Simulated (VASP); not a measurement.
All values below come from rev-vdW-DF2, VASP's PBE PAW potentials (set 64) (plane waves; VASP 6.6.1).

The input files of a VASP run:

### KPOINTS
```
K-points
0
Gamma
 11 11 11
```

**INCAR**
```
LASPH = T
LUSE_VDW = T
PARAM1 = 0.1234568
EDIFF = 1E-7   ! SCF stop (eV)
PREC = Accurate
ALGO = Normal   ! blocked Davidson
AGGAC = 0.0
PARAM2 = 0.7114
SIGMA = 0.05
GGA = MK
NELM = 100   ! most electronic steps
ZAB_VDW = -1.8867
ENCUT = 520
LWAVE = F
SYSTEM = MgO
ISMEAR = 0
LCHARG = F
ISIF = 2
LREAL = F   ! projection in real space or not
```

### POSCAR
```
MgO
1.0
  0.0000000000   2.1318064339   2.1318064339
  2.1318064339   0.0000000000   2.1318064339
  2.1318064339   2.1318064339   0.0000000000
Mg O
1 1
Direct
  0.0000000000   0.0000000000   0.0000000000
  0.5000000000   0.5000000000   0.5000000000
```

POTCAR, in this order: Mg O (PBE.64 set). Program: vasp_std.

The resulting files:

**OUTCAR**
```
 ion  position               nearest neighbor table
   1  0.000  0.000  0.000-   2 2.13   2 2.13   2 2.13   2 2.13   2 2.13   2 2.13
   2  0.500  0.500  0.500-   1 2.13   1 2.13   1 2.13   1 2.13   1 2.13   1 2.13
  LATTYP: Found a face centered cubic cell.
 ALAT       =     4.2636128678
 Subroutine PRICEL returns:
 Original cell was already a primitive cell.
 Subroutine GETGRP returns: Found 48 space group operations
The static configuration has the point symmetry O_h .
The dynamic configuration has the point symmetry O_h .
 Subroutine INISYM returns: Found 48 space group operations
 Subroutine IBZKPT returns following result:
 Found     56 irreducible k-points:

 Following reciprocal coordinates:
            Coordinates               Weight
  0.000000  0.000000  0.000000      1.000000
  0.090909  0.000000  0.000000      8.000000
  0.181818  0.000000  0.000000      8.000000
  0.272727  0.000000  0.000000      8.000000
  0.363636  0.000000  0.000000      8.000000
  0.454545  0.000000  0.000000      8.000000
  0.090909  0.090909  0.000000      6.000000
  0.181818  0.090909  0.000000     24.000000
  0.272727  0.090909  0.000000     24.000000
  0.363636  0.090909  0.000000     24.000000
  0.454545  0.090909  0.000000     24.000000
 -0.454545  0.090909  0.000000     24.000000
 -0.363636  0.090909  0.000000     24.000000
 -0.272727  0.090909  0.000000     24.000000
 -0.181818  0.090909  0.000000     24.000000
 -0.090909  0.090909  0.000000     12.000000
  0.181818  0.181818  0.000000      6.000000
  0.272727  0.181818  0.000000     24.000000
  0.363636  0.181818  0.000000     24.000000
  0.454545  0.181818  0.000000     24.000000
 -0.454545  0.181818  0.000000     24.000000
 -0.363636  0.181818  0.000000     24.000000
 -0.272727  0.181818  0.000000     24.000000
 -0.181818  0.181818  0.000000     12.000000
...
```

OSZICAR:
```
       N       E                     dE             d eps       ncg     rms          rms(c)
DAV:   1     0.147391936390E+02    0.14739E+02   -0.47703E+03  1064   0.887E+02
DAV:   2    -0.107724494982E+02   -0.25512E+02   -0.23974E+02  1120   0.138E+02
DAV:   3    -0.111647913772E+02   -0.39234E+00   -0.39234E+00  1144   0.189E+01
DAV:   4    -0.111653362593E+02   -0.54488E-03   -0.54488E-03  1288   0.649E-01
DAV:   5    -0.111653365848E+02   -0.32558E-06   -0.32558E-06  1088   0.116E-02    0.724E+00
DAV:   6    -0.960869881242E+01    0.15566E+01   -0.10646E+01   896   0.227E+01    0.235E+00
DAV:   7    -0.958770027377E+01    0.20999E-01   -0.62707E-02   928   0.284E+00    0.131E+00
DAV:   8    -0.957889492184E+01    0.88054E-02   -0.28477E-02   896   0.246E+00    0.168E-01
DAV:   9    -0.957875409238E+01    0.14083E-03   -0.40689E-04  1336   0.192E-01    0.783E-02
DAV:  10    -0.957883869421E+01   -0.84602E-04   -0.12166E-04   912   0.117E-01    0.520E-03
DAV:  11    -0.957883826533E+01    0.42888E-06   -0.21076E-06  1264   0.106E-02    0.296E-03
DAV:  12    -0.957883816672E+01    0.98609E-07   -0.37662E-07   928   0.621E-03
   1 F= -.95788382E+01 E0= -.95788382E+01  d E =-.122671E-20
```

File OUTCAR:
```
------------------------ aborting loop because EDIFF is reached ----------------------------------------
  FORCE on cell =-STRESS in cart. coord.  units (eV):
  Direction    XX          YY          ZZ          XY          YZ          ZX
  --------------------------------------------------------------------------------------
  Total       -0.5346990     -0.5346990     -0.5346990      0.0000000      0.0000000     -0.0000000
  in kB      -44.2126604    -44.2126604    -44.2126604      0.0000000      0.0000000     -0.0000000
  external PRESSURE =     -44.2126604 kB  Pullay stress =       0.0000000 kB
  volume of cell :       19.38
      direct lattice vectors                 reciprocal lattice vectors
     0.000000000  2.131806434  2.131806434    -0.234542870  0.234542870  0.234542870
     2.131806434  0.000000000  2.131806434     0.234542870 -0.234542870  0.234542870
     2.131806434  2.131806434  0.000000000     0.234542870  0.234542870 -0.234542870
  FREE ENERGIE OF THE ION-ELECTRON SYSTEM (eV)
  ---------------------------------------------------
  free  energy   TOTEN  =        -9.5788381667 eV

  energy  without entropy=       -9.5788381667  energy(sigma->0) =       -9.57883817
```
(Selected blocks of OUTCAR.)

**OUTCAR**
```
 val. band max:        2.7939535318   @ k =   0.0000   0.0000   0.0000

 cond. band min:       7.2701930257   @ k =   0.0000   0.0000   0.0000


 Fermi energy:         3.1041416383

 k-point     1 :       0.0000    0.0000    0.0000
  band No.  band energies     occupation
      1     -14.1848      2.00000
      2       2.7940      2.00000
      3       2.7940      2.00000
      4       2.7940      2.00000
      5       7.2702      0.00000
      6      18.3870      0.00000
      7      18.3870      0.00000
      8      18.3870      0.00000

 k-point     2 :       0.0909    0.0000    0.0000
  band No.  band energies     occupation
      1     -14.1020      2.00000
      2       2.2559      2.00000
      3       2.7412      2.00000
      4       2.7412      2.00000
      5       7.7969      0.00000
      6      17.3327      0.00000
      7      18.5763      0.00000
      8      18.5763      0.00000

 k-point     3 :       0.1818    0.0000    0.0000
  band No.  band energies     occupation
      1     -13.8707      2.00000
      2       1.1240      2.00000
      3       2.6034      2.00000
      4       2.6034      2.00000
      5       8.8628      0.00000
      6      15.8969      0.00000
      7      18.9817      0.00000
      8      18.9817      0.00000

 k-point     4 :       0.2727    0.0000    0.0000
  band No.  band energies     occupation
      1     -13.5450      2.00000
      2      -0.0660      2.00000
      3       2.4306      2.00000
      4       2.4306      2.00000
      5       9.8322      0.00000
      6      15.0328      0.00000
      7      19.1341      0.00000
      8      19.1341      0.00000

 k-point     5 :       0.3636    0.0000    0.0000
  band No.  band energies     occupation
      1     -13.2175      2.00000
      2      -1.0337      2.00000
      3       2.2787      2.00000
      4       2.2787      2.00000
      5      10.3648      0.00000
      6      14.8523      0.00000
      7      18.9356      0.00000
...
```

The compound is MgO in the rock salt structure. This cell is one point of a volume scan, at 1.03 of the reference volume.
